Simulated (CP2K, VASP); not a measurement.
A VASP calculation is set up with these files.

### INCAR
```
SYSTEM = TiZn3
PREC = Accurate; ENCUT = 300; LREAL = F
LASPH = T
EDIFF = 1E-6; NELM = 100; ALGO = Normal
LMAXMIX = 4
ISMEAR = -1; SIGMA = 0.136
GGA = PS
ISIF = 2
LWAVE = F; LCHARG = F
```

KPOINTS:
```
Automatic mesh
0
Gamma
4 4 4
0 0 0
```

POSCAR:
```
TiZn3
7.761660
  0.5000000000   0.0000000000   0.0000000000
  0.0000000000   0.5000000000   0.0000000000
  0.0000000000   0.0000000000   0.5000000000
Ti Zn
1 3
Cart
 -0.0022940000   0.0048570000   0.0004970000
  0.0012390000   0.2491075000   0.2477365000
  0.2566565000   0.0023355000   0.2503625000
  0.2443985000   0.2436995000   0.0014040000
```

POTCAR, in this order: Ti_sv Zn (PBE.64 set). Program: vasp_std.

Problem. Translate it to CP2K.

Solution. One input that does it (PBEsol, GPW, DZVP-MOLOPT-PBE-GTH basis, GTH-PBE potentials (POTENTIAL_UZH)):
```
&GLOBAL
  PROJECT calc
  RUN_TYPE ENERGY_FORCE
  PRINT_LEVEL LOW
&END GLOBAL
&FORCE_EVAL
  METHOD Quickstep
  STRESS_TENSOR ANALYTICAL
  &DFT
    BASIS_SET_FILE_NAME BASIS_MOLOPT_UZH
    POTENTIAL_FILE_NAME POTENTIAL_UZH
    &QS
      METHOD GPW
      EPS_DEFAULT 1E-10
    &END QS
    &MGRID
      CUTOFF 600
      REL_CUTOFF 50
      NGRIDS 5
    &END MGRID
    &SCF
      SCF_GUESS ATOMIC
      EPS_SCF 1E-6
      MAX_SCF 100
      ADDED_MOS 9
      &DIAGONALIZATION
        ALGORITHM STANDARD
      &END DIAGONALIZATION
      &MIXING
        METHOD BROYDEN_MIXING
        ALPHA 0.2
        NBUFFER 10
        BETA 1
      &END MIXING
      &SMEAR ON
        METHOD FERMI_DIRAC
        ELECTRONIC_TEMPERATURE [K] 1578.21
      &END SMEAR
    &END SCF
    &KPOINTS
      SCHEME MACDONALD 4 4 4 0.125 0.125 0.125
    &END KPOINTS
    &XC
      &XC_FUNCTIONAL
        &PBE
          PARAMETRIZATION PBESOL
        &END PBE
      &END XC_FUNCTIONAL
    &END XC
    &PRINT
      &MO
        EIGENVALUES T
        OCCUPATION_NUMBERS T
        NDIGITS 8
        FILENAME mo
        &EACH
          QS_SCF 0
        &END EACH
        ADD_LAST NUMERIC
      &END MO
      &MULLIKEN OFF
      &END MULLIKEN
    &END PRINT
  &END DFT
  &SUBSYS
    &CELL
      A 3.88083000 0.00000000 0.00000000
      B 0.00000000 3.88083000 0.00000000
      C 0.00000000 0.00000000 3.88083000
      PERIODIC XYZ
    &END CELL
    &COORD
      SCALED
      Ti      -0.00458800     0.00971400     0.00099400
      Zn       0.00247800     0.49821500     0.49547300
      Zn       0.51331300     0.00467100     0.50072500
      Zn       0.48879700     0.48739900     0.00280800
    &END COORD
    &KIND Ti
      BASIS_SET DZVP-MOLOPT-PBE-GTH-q12
      POTENTIAL GTH-PBE-q12
    &END KIND
    &KIND Zn
      BASIS_SET DZVP-MOLOPT-PBE-GTH-q12
      POTENTIAL GTH-PBE-q12
    &END KIND
  &END SUBSYS
  &PRINT
    &FORCES ON
    &END FORCES
    &STRESS_TENSOR ON
    &END STRESS_TENSOR
  &END PRINT
&END FORCE_EVAL
```
The two runs describe the same crystal, functional and task. Each code takes its own potentials, basis and convergence tests.

The structure comes from a computed database's TiZn3 entry; how it stands against other phases isn't given here. The cell was not relaxed at this level, atoms are displaced from their ideal sites, and it may have been scaled.
